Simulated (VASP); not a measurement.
Output of a VASP run:

File OSZICAR:
```
       N       E                     dE             d eps       ncg     rms          rms(c)
DAV:   1     0.995236743003E+01    0.99524E+01   -0.39547E+03   584   0.826E+02
DAV:   2    -0.164464082404E+02   -0.26399E+02   -0.25201E+02   712   0.138E+02
DAV:   3    -0.170811927944E+02   -0.63478E+00   -0.63478E+00   688   0.269E+01
DAV:   4    -0.170832265832E+02   -0.20338E-02   -0.20338E-02   824   0.142E+00
DAV:   5    -0.170832289459E+02   -0.23626E-05   -0.23626E-05   472   0.468E-02    0.832E+00
DAV:   6    -0.148352708404E+02    0.22480E+01   -0.13827E+01   600   0.234E+01    0.287E+00
DAV:   7    -0.148289481622E+02    0.63227E-02   -0.93671E-02   568   0.333E+00
   1 F= -.14828948E+02 E0= -.14828948E+02  d E =-.343596E-11
```

File OUTCAR:
```
------------------------ aborting loop because EDIFF is reached ----------------------------------------
  FORCE on cell =-STRESS in cart. coord.  units (eV):
  Direction    XX          YY          ZZ          XY          YZ          ZX
  --------------------------------------------------------------------------------------
  Total       -1.1867343     -1.1867343     -1.1867343      0.0000000      0.0000000     -0.0000000
  in kB      -85.2906075    -85.2906075    -85.2906075      0.0000000      0.0000000     -0.0000000
  external PRESSURE =     -85.2906075 kB  Pullay stress =       0.0000000 kB
  volume of cell :       22.29
      direct lattice vectors                 reciprocal lattice vectors
     0.000000000  2.233800000  2.233800000    -0.223833826  0.223833826  0.223833826
     2.233800000  0.000000000  2.233800000     0.223833826 -0.223833826  0.223833826
     2.233800000  2.233800000  0.000000000     0.223833826  0.223833826 -0.223833826
  FREE ENERGIE OF THE ION-ELECTRON SYSTEM (eV)
  ---------------------------------------------------
  free  energy   TOTEN  =       -14.8289481622 eV

  energy  without entropy=      -14.8289481622  energy(sigma->0) =      -14.82894816
```
(Selected blocks of OUTCAR.)

**POSCAR**
```
AlN
1
    0.0000000000     2.2338000000     2.2338000000
    2.2338000000     0.0000000000     2.2338000000
    2.2338000000     2.2338000000     0.0000000000
Al N
1 1
Direct
  0.0000000000   0.0000000000   0.0000000000
  0.2500000000   0.2500000000   0.2500000000
```

### Question
Write an INCAR and KPOINTS that could have produced this output.

### Answer
Several could match; the one computed here: the input of the run itself, PBE GGA, plane waves, VASP's PBE PAW potentials (set 64).

File KPOINTS:
```
Automatic mesh
0
G
 9 9 9
0 0 0
```

**INCAR**
```
GGA = PE   # PBE
SIGMA = 0.05
LREAL = .FALSE.   # projection in real space or not
ALGO = Normal
NELM = 100   # most electronic steps
PREC = Accurate
ISIF = 2
LASPH = .TRUE.   # aspherical one-centre terms
EDIFF = 1E-2   # SCF stop (eV)
LCHARG = .FALSE.
SYSTEM = AlN
ENCUT = 520   # plane-wave cut-off (eV)
LWAVE = .FALSE.
ISMEAR = 0
```

POTCAR, in this order: Al N (PBE.64 set). Program: vasp_std.

The compound is AlN in the zinc blende structure, a metastable form; wurtzite is the usual one. The cell was not relaxed at this level. The run is one of a series of settings (EDIFF = 1E-2 against the base run), some of them coarse on purpose.
